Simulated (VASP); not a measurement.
Computed with PBEsol GGA, VASP's PBE PAW potentials (set 64) (plane waves; VASP).

Input for VASP

**POSCAR**
```
YN
1
    0.0000000000     2.4051241197     2.4051241197
    2.4051241197     0.0000000000     2.4051241197
    2.4051241197     2.4051241197     0.0000000000
Y N
1 1
Direct
  0.0000000000   0.0000000000   0.0000000000
  0.5000000000   0.5000000000   0.5000000000
```

KPOINTS:
```
Automatic mesh
0
Gamma
9 9 9
0 0 0
```

### INCAR
```
ALGO = Normal
EDIFF = 1E-6
EDIFFG = -0.02
ENCUT = 620
GGA = PS
IBRION = 2
ISIF = 3
ISMEAR = 0
LASPH = T
LCHARG = F
LMAXMIX = 4
LREAL = F
LWAVE = F
NELM = 100
NSW = 40
PREC = Accurate
PSTRESS = 100
SIGMA = 0.05
SYSTEM = YN
```

POTCAR, in this order: Y_sv N (PBE.64 set). Program: vasp_std.

Energy and stress use the plane-wave basis of the starting cell.

Q: Predict the energy per atom (σ→0), volume per atom.

A: 
```
Property                       Result
---------------------  --------------
energy per atom (σ→0)  -9.544 eV/atom
volume per atom         13.57 Å³/atom
```

File OSZICAR:
```
...
DAV:   3    -0.190820919347E+02    0.24335E-01   -0.16855E-01  1308   0.273E+00    0.204E+00
DAV:   4    -0.190834736551E+02   -0.13817E-02   -0.93770E-03  1124   0.801E-01    0.134E+00
DAV:   5    -0.190882981645E+02   -0.48245E-02   -0.60583E-03  1328   0.551E-01    0.166E-01
DAV:   6    -0.190883904593E+02   -0.92295E-04   -0.92827E-04  1280   0.233E-01    0.125E-01
DAV:   7    -0.190884567738E+02   -0.66315E-04   -0.12034E-04  1056   0.123E-01    0.100E-02
DAV:   8    -0.190884577848E+02   -0.10110E-05   -0.71893E-06   964   0.239E-02    0.691E-03
DAV:   9    -0.190884575228E+02    0.26200E-06   -0.11855E-06   796   0.110E-02
   3 F= -.17394329E+02 E0= -.17394182E+02  d E =-.110951E-01
```

The compound is YN in the rock salt structure. This run relaxes it under an external pressure of 10 GPa. Symmetry was kept, so distortions that lower it aren't found.
